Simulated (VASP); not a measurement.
# How smearing and SCF solver change a VASP run on Si2W, part 3 of 4

A convergence test on Si2W: the smearing and SCF solver. The atoms are off their equilibrium sites, so that forces can be compared too. The series runs use LDA. The atoms of the start are displaced at random from the sites of a I4/mmm cell.

VASP 6.6.1; LDA; plane waves and PAW (Si, W).

Still holding for the runs below: The k-mesh is coarse for a metal.

So far. Step 11 (Smearing: ISMEAR = 1, SIGMA = 0.5): Against the run before the energy at zero width moves by +0.31 meV an atom and the pressure by -0.07 GPa, after 12 cycles in 6.2 s. The entropy term T·S comes to 5.82 meV an atom in size. Step 12 (Smearing: ISMEAR = -5): Against the first of the series the energy at zero width moves by +0.59 meV an atom and the pressure by +0.03 GPa, after 14 cycles in 7.4 s.

### 13. The smearing series as a table

This step: convergence of LDA results with the smearing; plane waves and PAW (VASP 6.6.1).

No new run; the numbers come from the runs before.

One cell and one 8×8×6 mesh. Free energy against width, by row:

```
Gaussian width σ (eV)  free energy less that at the narrowest width (meV/atom)
                 0.01                                                        0
                 0.05                                                    -0.01
                  0.1                                                    -0.11
                  0.2                                                    -0.68
                  0.5                                                    -6.47
```

Differences are taken from the run with ISMEAR = 0, SIGMA = 0.01. Results of the series, by row:

```
                 setting     status  energy less the reference (meV/atom)  pressure (GPa)  largest force difference (meV/Å)  SCF cycles  wall time (s)
ISMEAR = 0, SIGMA = 0.01  converged                                     0          -3.441                                 0          12            6.2
ISMEAR = 0, SIGMA = 0.05  converged                                 0.011           -3.44                             0.923          12            6.2
 ISMEAR = 0, SIGMA = 0.1  converged                               0.07033          -3.432                             6.301          12            6.2
 ISMEAR = 0, SIGMA = 0.2  converged                               0.04694          -3.416                             16.24          12            6.2
 ISMEAR = 0, SIGMA = 0.5  converged                                 2.351          -3.158                             65.48          12            6.2
ISMEAR = 1, SIGMA = 0.01  converged                              0.001373          -3.441                              1.05          12              6
ISMEAR = 1, SIGMA = 0.05  converged                               0.01058          -3.443                             1.208          12              6
 ISMEAR = 1, SIGMA = 0.1  converged                               0.03856          -3.443                             1.781          12              6
 ISMEAR = 1, SIGMA = 0.2  converged                                0.1824          -3.438                             8.605          12            6.2
 ISMEAR = 1, SIGMA = 0.5  converged                                0.4911          -3.505                             20.05          12            6.2
             ISMEAR = -5  converged                                0.5896          -3.414                             14.31          14            7.4
```

### 14. SCF solver: ALGO = Normal

This step: LDA; plane waves and PAW (Si, W) (VASP 6.6.1).

All solvers should reach one answer; they differ in cycles and robustness.

File INCAR:

```
SYSTEM = Si2W
PREC = Accurate
ENCUT = 400
EDIFF = 1E-06
NELM = 100
ISMEAR = -1
SIGMA = 0.05
LREAL = .FALSE.
ALGO = Normal
GGA = CA
NBANDS = 13
LASPH = .TRUE.
LORBIT = 11
LWAVE = .FALSE.
LCHARG = .FALSE.
KPAR = 4
ISIF = 2
```

File POSCAR:

```
Si2W
1.0
   -3.2138000000      0.0000000000      0.0000000000
    0.0000000000      3.2138000000      0.0000000000
    1.6069000000     -1.6069000000     -3.9149500000
Si W
2 1
Direct
    0.6672450000      0.6790310000      0.3321630000
    0.3467440000      0.3550360000      0.6733890000
    0.0201690000     -0.0062800000     -0.0062360000
```

File KPOINTS:

```
Automatic mesh
0
Gamma
8 8 6
0 0 0
```

The projector-augmented-wave data sets are Si and W (PBE family, release 64).

Command:

```console
$ mpirun -np 4 vasp_std
```

Output:

```text
[... set-up lines as in an earlier step ...]
 entering main loop
       N       E                     dE             d eps       ncg     rms          rms(c)
DAV:   1     0.152128975906E+02    0.15213E+02   -0.51202E+03  5384   0.749E+02
DAV:   2    -0.264824467097E+02   -0.41695E+02   -0.38210E+02  6470   0.163E+02
DAV:   3    -0.281955949723E+02   -0.17131E+01   -0.16767E+01  6977   0.276E+01
DAV:   4    -0.282155191680E+02   -0.19924E-01   -0.19908E-01  6031   0.344E+00
DAV:   5    -0.282158257612E+02   -0.30659E-03   -0.30652E-03  7325   0.355E-01    0.280E+01
DAV:   6    -0.274580283313E+02    0.75780E+00   -0.21574E+00  7761   0.925E+00    0.117E+01
DAV:   7    -0.273359691037E+02    0.12206E+00   -0.22684E-01  5787   0.309E+00    0.576E+00
DAV:   8    -0.273118380808E+02    0.24131E-01   -0.42007E-02  6823   0.157E+00    0.415E-01
DAV:   9    -0.273114602677E+02    0.37781E-03   -0.24684E-03  6057   0.331E-01    0.223E-01
DAV:  10    -0.273113938023E+02    0.66465E-04   -0.31914E-04  6566   0.113E-01    0.581E-02
DAV:  11    -0.273113860447E+02    0.77576E-05   -0.34052E-05  6265   0.422E-02    0.195E-02
DAV:  12    -0.273113861768E+02   -0.13209E-06   -0.11812E-06  4267   0.844E-03
   1 F= -.27311386E+02 E0= -.27310367E+02  d E =-.203860E-02
```

Run time: 6 s. Hardware: 4 MPI ranks of Intel Xeon 6975P-C (Granite Rapids), shared host; peak memory 0.71 GiB.

Parts of OUTCAR (step 14):

```text
   NELECT =      14.0000    total number of electrons

 E-fermi :  10.1787

 k-point     1 :       0.0000    0.0000    0.0000
  band No.  band energies     occupation
    ...
      2       3.4584      2.00000
      3       6.5734      2.00000
      4       6.9108      2.00000
      5       7.4818      2.00000
      6       7.4859      2.00000
      7      10.8555      0.00000
      8      13.0415      0.00000
      9      13.3313      0.00000
     10      13.4739      0.00000
     11      13.4963      0.00000
    ...

  Total       -0.8325614     -0.8538581     -0.9080645      0.1801314     -0.1060971     -0.0175582
  in kB      -32.9885279    -33.8323671    -35.9801837      7.1373341     -4.2038771     -0.6957091
  external PRESSURE =     -34.2670262 kB  Pullay stress =       0.0000000 kB

 POSITION                                       TOTAL-FORCE (eV/Angst)
 -----------------------------------------------------------------------------------
     -1.61064      1.64852     -1.30040        -0.417464     -0.191744      0.184977
     -0.03230      0.05895     -2.63628        -0.167548     -0.458346      0.303535
      1.53206      1.59674     -3.89054         0.585012      0.650090     -0.488511
 -----------------------------------------------------------------------------------
    total drift:                               -0.000040     -0.000026     -0.000013

  FREE ENERGIE OF THE ION-ELECTRON SYSTEM (eV)
  ---------------------------------------------------
  free  energy   TOTEN  =       -27.3113861768 eV

  energy  without entropy=      -27.3093475806  energy(sigma->0) =      -27.31036688

[... 8 parts as in an earlier step ...]

[... 9 further parts left out ...]
```

Numbers from this step:

```yaml
scf_cycles: 12
fermi_energy: 10.18 eV
pressure: -3.427 GPa
```

The series starts at -9.1035 eV an atom and -3.43 GPa, after 12 cycles in 6 s.

### 15. SCF solver: ALGO = Fast

INCAR: that of step 14 with these lines changed.

```diff
@@ -8,3 +8,3 @@
 LREAL = .FALSE.
-ALGO = Normal
+ALGO = Fast
 GGA = CA
```

POSCAR is that of step 14.

KPOINTS is that of step 14.

Command:

```console
$ mpirun -np 4 vasp_std
```

Output:

```text
[... set-up lines as in an earlier step ...]
 entering main loop
       N       E                     dE             d eps       ncg     rms          rms(c)
[... 5 cycles as in an earlier step ...]
RMM:   6    -0.274279283788E+02    0.78790E+00   -0.14386E+00  5230   0.669E+00    0.105E+01
RMM:   7    -0.273264549653E+02    0.10147E+00   -0.39402E-01  5972   0.398E+00    0.618E+00
RMM:   8    -0.273127424548E+02    0.13713E-01   -0.93967E-02  6105   0.205E+00    0.147E+00
RMM:   9    -0.273118504921E+02    0.89196E-03   -0.22467E-02  5997   0.107E+00    0.899E-01
RMM:  10    -0.273113609043E+02    0.48959E-03   -0.26130E-03  6029   0.343E-01    0.528E-01
RMM:  11    -0.273113949047E+02   -0.34000E-04   -0.57663E-04  6505   0.166E-01    0.122E-01
RMM:  12    -0.273113927691E+02    0.21356E-05   -0.93268E-05  6174   0.650E-02    0.406E-02
RMM:  13    -0.273113856836E+02    0.70855E-05   -0.40857E-05  5990   0.399E-02    0.428E-02
RMM:  14    -0.273113859876E+02   -0.30403E-06   -0.55414E-06  5576   0.185E-02
   1 F= -.27311386E+02 E0= -.27310367E+02  d E =-.203745E-02
```

Run time: 7.4 s. Hardware: 4 MPI ranks; peak memory 0.72 GiB; 27 s of CPU time.

From OUTCAR (step 15):

```text
  Total       -0.8310668     -0.8523585     -0.9047675      0.1801032     -0.1061077     -0.0174868
  in kB      -32.9293084    -33.7729473    -35.8495445      7.1362196     -4.2042996     -0.6928799
  external PRESSURE =     -34.1839334 kB  Pullay stress =       0.0000000 kB

 POSITION                                       TOTAL-FORCE (eV/Angst)
 -----------------------------------------------------------------------------------
     -1.61064      1.64852     -1.30040        -0.417425     -0.191721      0.185150
     -0.03230      0.05895     -2.63628        -0.167532     -0.458308      0.303209
      1.53206      1.59674     -3.89054         0.584957      0.650029     -0.488359
 -----------------------------------------------------------------------------------
    total drift:                                0.000004     -0.000002      0.000074

  FREE ENERGIE OF THE ION-ELECTRON SYSTEM (eV)
  ---------------------------------------------------
  free  energy   TOTEN  =       -27.3113859876 eV

  energy  without entropy=      -27.3093485378  energy(sigma->0) =      -27.31036726

[... 2 parts as in an earlier step ...]

[... 1 further part left out ...]
[key lines of the parts left out:]
E-fermi :  10.1785
```

Against the first of the series the energy stays within 0.01 meV an atom; the pressure moves by +0.01 GPa, after 14 cycles in 7.4 s.

### 16. SCF solver: ALGO = VeryFast

INCAR: that of step 15 with these lines changed.

```diff
@@ -8,3 +8,3 @@
 LREAL = .FALSE.
-ALGO = Fast
+ALGO = VeryFast
 GGA = CA
```

POSCAR is that of step 15.

KPOINTS is that of step 15.

Command:

```console
$ mpirun -np 4 vasp_std
```

Output:

```text
[... set-up lines as in an earlier step ...]
 entering main loop
       N       E                     dE             d eps       ncg     rms          rms(c)
RMM:   1     0.533660626911E+02    0.53366E+02   -0.31778E+03  2548   0.601E+02
RMM:   2    -0.822836577766E+01   -0.61594E+02   -0.56030E+02  2548   0.138E+02
RMM:   3    -0.221801974430E+02   -0.13952E+02   -0.11282E+02  2548   0.508E+01
RMM:   4    -0.265504386725E+02   -0.43702E+01   -0.27247E+01  2548   0.343E+01
[...]
RMM:  19    -0.273113845905E+02    0.21720E-04   -0.64524E-05  6148   0.717E-02    0.173E-02
RMM:  20    -0.273113861032E+02   -0.15127E-05   -0.15265E-05  6693   0.264E-02    0.238E-02
RMM:  21    -0.273113862970E+02   -0.19381E-06   -0.19538E-06  4790   0.106E-02
   1 F= -.27311386E+02 E0= -.27310368E+02  d E =-.203659E-02
```

The job ended after 9.8 s (4 MPI ranks; peak memory 0.71 GiB).

OUTCAR, selected parts (step 16):

```text
  Total       -0.8294651     -0.8507919     -0.9031450      0.1802350     -0.1061177     -0.0175538
  in kB      -32.8658419    -33.7108727    -35.7852566      7.1414404     -4.2046967     -0.6955311
  external PRESSURE =     -34.1206571 kB  Pullay stress =       0.0000000 kB

 POSITION                                       TOTAL-FORCE (eV/Angst)
 -----------------------------------------------------------------------------------
     -1.61064      1.64852     -1.30040        -0.417467     -0.191729      0.185234
     -0.03230      0.05895     -2.63628        -0.167528     -0.458340      0.303325
      1.53206      1.59674     -3.89054         0.584995      0.650069     -0.488559
 -----------------------------------------------------------------------------------
    total drift:                                0.000034      0.000051     -0.000004

  FREE ENERGIE OF THE ION-ELECTRON SYSTEM (eV)
  ---------------------------------------------------
  free  energy   TOTEN  =       -27.3113862970 eV

  energy  without entropy=      -27.3093497105  energy(sigma->0) =      -27.31036800

[... 2 parts as in an earlier step ...]

[... 1 further part left out ...]
[key lines of the parts left out:]
E-fermi :  10.1784
```

Against the first of the series the energy stays within 0.01 meV an atom; the pressure moves by +0.01 GPa, after 21 cycles in 9.8 s.

### 17. SCF solver: ALGO = All

INCAR: that of step 16 with these lines changed.

```diff
@@ -8,3 +8,3 @@
 LREAL = .FALSE.
-ALGO = VeryFast
+ALGO = All
 GGA = CA
```

POSCAR is that of step 16.

KPOINTS is that of step 16.

Command:

```console
$ mpirun -np 4 vasp_std
```

Output:

```text
[... set-up lines as in an earlier step ...]
 entering main loop
       N       E                     dE             d eps       ncg     rms           ort
DAV:   1     0.152128975906E+02    0.15213E+02   -0.58159E+03  2548   0.804E+02
DAV:   2    -0.264824467097E+02   -0.41695E+02   -0.38210E+02  2548   0.163E+02
DAV:   3    -0.281955949723E+02   -0.17131E+01   -0.16767E+01  2548   0.276E+01
DAV:   4    -0.282155191680E+02   -0.19924E-01   -0.19908E-01  2548   0.344E+00
DAV:   5    -0.282158257612E+02   -0.30659E-03   -0.30652E-03  2548   0.355E-01
SDA:   6    -0.259992773971E+02    0.22165E+01   -0.30652E-03  2548   0.531E+01   0.000E+00
 gam= 0.000 g(H,U,f)=  0.255E+01 0.268E+01 0.758E-01 ort(H,U,f) = 0.000E+00 0.000E+00 0.000E+00
 gam= 0.000 trial= 0.400  step=  0.4559 mean=  0.4000
CGA:   7    -0.272027553670E+02   -0.12035E+01   -0.12094E+01  2548   0.245E+00  -0.141E+00
 gam= 0.046 g(H,U,f)=  0.217E+00 0.275E-01 0.231E-03 ort(H,U,f) =-0.302E+00 0.159E+00 0.241E-02
 gam= 0.046 trial= 0.406  step=  0.8449 mean=  0.4056
[...]
gam= 0.229 trial= 0.538  step=  0.6445 mean=  0.5382
CGA:  11    -0.273113321258E+02   -0.18512E-03   -0.18516E-03  2548   0.103E-03  -0.377E-06
 gam= 0.180 g(H,U,f)=  0.751E-04 0.277E-04 0.459E-06 ort(H,U,f) = 0.440E-05-0.450E-05-0.275E-06
 gam= 0.180 trial= 0.549  step=  0.8979 mean=  0.5489
CGA:  12    -0.273113784643E+02   -0.46339E-04   -0.46336E-04  2548   0.150E-04  -0.197E-08
 gam= 0.145 g(H,U,f)=  0.137E-04 0.128E-05 0.477E-08 ort(H,U,f) =-0.153E-05 0.150E-05 0.317E-07
 gam= 0.145 trial= 0.584  step=  0.8382 mean=  0.5838
CGA:  13    -0.273113847304E+02   -0.62662E-05   -0.62660E-05  2548   0.272E-05   0.135E-08
 gam= 0.182 g(H,U,f)=  0.207E-05 0.644E-06 0.654E-08 ort(H,U,f) =-0.548E-06 0.538E-06 0.112E-07
 gam= 0.182 trial= 0.609  step=  0.8845 mean=  0.6092
CGA:  14    -0.273113859332E+02   -0.12027E-05   -0.12043E-05  2548   0.375E-06  -0.175E-08
 gam= 0.138 g(H,U,f)=  0.302E-06 0.725E-07 0.431E-09 ort(H,U,f) = 0.726E-07-0.729E-07-0.147E-08
 gam= 0.138 trial= 0.637  step=  0.8706 mean=  0.6368
CGA:  15    -0.273113860956E+02   -0.16243E-06   -0.16298E-06  2548   0.665E-07   0.103E-09
 gam= 0.178 g(H,U,f)=  0.533E-07 0.130E-07 0.252E-09 ort(H,U,f) =-0.827E-08 0.833E-08 0.436E-10
 gam= 0.178 trial= 0.660  step=  0.7650 mean=  0.6601
 final diagonalization occupied
   1 F= -.27311386E+02 E0= -.27310367E+02  d E =-.203819E-02
```

Wall time 7.2 s (4 MPI ranks); peak memory 0.94 GiB; 25 s of CPU time.

Parts of OUTCAR (step 17):

```text
  Total       -0.8316137     -0.8529040     -0.9061153      0.1801277     -0.1061118     -0.0174789
  in kB      -32.9509786    -33.7945617    -35.9029492      7.1371893     -4.2044598     -0.6925660
  external PRESSURE =     -34.2161632 kB  Pullay stress =       0.0000000 kB

 POSITION                                       TOTAL-FORCE (eV/Angst)
 -----------------------------------------------------------------------------------
     -1.61064      1.64852     -1.30040        -0.417473     -0.191746      0.185026
     -0.03230      0.05895     -2.63628        -0.167549     -0.458352      0.303605
      1.53206      1.59674     -3.89054         0.585022      0.650098     -0.488632
 -----------------------------------------------------------------------------------
    total drift:                                0.000013      0.000020     -0.000004

  FREE ENERGIE OF THE ION-ELECTRON SYSTEM (eV)
  ---------------------------------------------------
  free  energy   TOTEN  =       -27.3113860956 eV

  energy  without entropy=      -27.3093479008  energy(sigma->0) =      -27.31036700

[... 2 parts as in an earlier step ...]

[... 1 further part left out ...]
[key lines of the parts left out:]
E-fermi :  10.1786
```

Against the first of the series the energy stays within 0.01 meV an atom; the pressure moves by +0.01 GPa, after 15 cycles in 7.2 s.

### 18. SCF solver: ALGO = Damped

INCAR: that of step 17 with these lines changed.

```diff
@@ -8,3 +8,3 @@
 LREAL = .FALSE.
-ALGO = All
+ALGO = Damped
 GGA = CA
```

POSCAR is that of step 17.

KPOINTS is that of step 17.

Command:

```console
$ mpirun -np 4 vasp_std
```

Output:

```text
[... set-up lines as in an earlier step ...]
 entering main loop
       N       E                     dE             d eps       ncg     rms           ort
DAV:   1     0.563911894791E+02    0.56391E+02   -0.50736E+03  2548   0.804E+02
DAV:   2    -0.166652672610E+02   -0.73056E+02   -0.67077E+02  2548   0.226E+02
DAV:   3    -0.262692093537E+02   -0.96039E+01   -0.87373E+01  2548   0.645E+01
DAV:   4    -0.278259604910E+02   -0.15568E+01   -0.14859E+01  2548   0.278E+01
[...]
DMP:  19    -0.273113812330E+02   -0.51663E-05   -0.80638E-05  2548   0.170E-04   0.825E-05
DMP:  20    -0.273113852327E+02   -0.39998E-05   -0.56466E-06  2548   0.148E-05  -0.186E-06
DMP:  21    -0.273113852590E+02   -0.26302E-07   -0.99514E-06  2548   0.298E-05  -0.129E-05
 final diagonalization occupied
   1 F= -.27311385E+02 E0= -.27310366E+02  d E =-.203817E-02
```

Wall time 8 s (4 MPI ranks); peak memory 0.95 GiB; 29 s of CPU time.

Parts of OUTCAR (step 18):

```text
  Total       -0.8322939     -0.8535410     -0.9073111      0.1801808     -0.1060764     -0.0174756
  in kB      -32.9779274    -33.8198003    -35.9503292      7.1392943     -4.2030596     -0.6924327
  external PRESSURE =     -34.2493523 kB  Pullay stress =       0.0000000 kB

 POSITION                                       TOTAL-FORCE (eV/Angst)
 -----------------------------------------------------------------------------------
     -1.61064      1.64852     -1.30040        -0.417517     -0.191808      0.184132
     -0.03230      0.05895     -2.63628        -0.167630     -0.458408      0.304436
      1.53206      1.59674     -3.89054         0.585147      0.650216     -0.488568
 -----------------------------------------------------------------------------------
    total drift:                               -0.000007     -0.000029      0.000176

  FREE ENERGIE OF THE ION-ELECTRON SYSTEM (eV)
  ---------------------------------------------------
  free  energy   TOTEN  =       -27.3113852590 eV

  energy  without entropy=      -27.3093470935  energy(sigma->0) =      -27.31036618

[... 2 parts as in an earlier step ...]

[... 1 further part left out ...]
[key lines of the parts left out:]
E-fermi :  10.1786
```

Against the first of the series the energy stays within 0.01 meV an atom and the pressure within 0.01 GPa, after 21 cycles in 8 s.

### 19. SCF solver: AMIX = 0.1, BMIX = 0.01

INCAR: that of step 18 with these lines changed.

```diff
@@ -8,3 +8,3 @@
 LREAL = .FALSE.
-ALGO = Damped
+ALGO = Normal
 GGA = CA
@@ -17 +17,3 @@
 ISIF = 2
+AMIX = 0.1
+BMIX = 0.01
```

POSCAR is that of step 18.

KPOINTS is that of step 18.

Command:

```console
$ mpirun -np 4 vasp_std
```

Output:

```text
[... set-up lines as in an earlier step ...]
 entering main loop
       N       E                     dE             d eps       ncg     rms          rms(c)
[... 5 cycles as in an earlier step ...]
DAV:   6    -0.278356004952E+02    0.38023E+00   -0.21326E-01  7791   0.293E+00    0.236E+01
DAV:   7    -0.274997584334E+02    0.33584E+00   -0.24186E+00  7842   0.994E+00    0.662E+00
DAV:   8    -0.273555660696E+02    0.14419E+00   -0.12234E+00  7307   0.708E+00    0.343E+00
DAV:   9    -0.273211655114E+02    0.34401E-01   -0.22354E-01  7135   0.337E+00    0.585E-01
[...]
DAV:  14    -0.273113923732E+02    0.38745E-05   -0.22666E-05  5891   0.311E-02    0.526E-02
DAV:  15    -0.273113864944E+02    0.58788E-05   -0.22912E-05  7488   0.313E-02    0.248E-02
DAV:  16    -0.273113862978E+02    0.19653E-06   -0.11486E-06  3399   0.786E-03
   1 F= -.27311386E+02 E0= -.27310367E+02  d E =-.203950E-02
```

Run time: 8.4 s. Hardware: 4 MPI ranks; peak memory 0.71 GiB; 30 s of CPU time.

Parts of OUTCAR (step 19):

```text
  Total       -0.8310060     -0.8522988     -0.9077659      0.1800927     -0.1060174     -0.0175560
  in kB      -32.9269000    -33.7705807    -35.9683513      7.1357998     -4.2007192     -0.6956213
  external PRESSURE =     -34.2219440 kB  Pullay stress =       0.0000000 kB

 POSITION                                       TOTAL-FORCE (eV/Angst)
 -----------------------------------------------------------------------------------
     -1.61064      1.64852     -1.30040        -0.417407     -0.191720      0.184560
     -0.03230      0.05895     -2.63628        -0.167543     -0.458288      0.303501
      1.53206      1.59674     -3.89054         0.584950      0.650008     -0.488061
 -----------------------------------------------------------------------------------
    total drift:                               -0.000100     -0.000118      0.000230

  FREE ENERGIE OF THE ION-ELECTRON SYSTEM (eV)
  ---------------------------------------------------
  free  energy   TOTEN  =       -27.3113862978 eV

  energy  without entropy=      -27.3093467941  energy(sigma->0) =      -27.31036655

[... 2 parts as in an earlier step ...]

[... 1 further part left out ...]
[key lines of the parts left out:]
E-fermi :  10.1788
```

Against the first of the series the energy stays within 0.01 meV an atom and the pressure within 0.01 GPa, after 16 cycles in 8.4 s.

(Part 3 of 4 ends here.)

[Lines on the potential files, build, host, timing and source positions are cut from VASP's logs without a mark.]

[Logs are printed without paths, hosts, clocks, repeated set-up lines and the standing remarks that a program may print on its own settings, such as how far it seeks lower states.]

[Hosts, paths, dates, database ids (printed as entryN), source tags and the programs' standing remarks are cut or masked in the printed files.]

[A measured line is paired with the nearest computed mode of its activity, which favours agreement.]
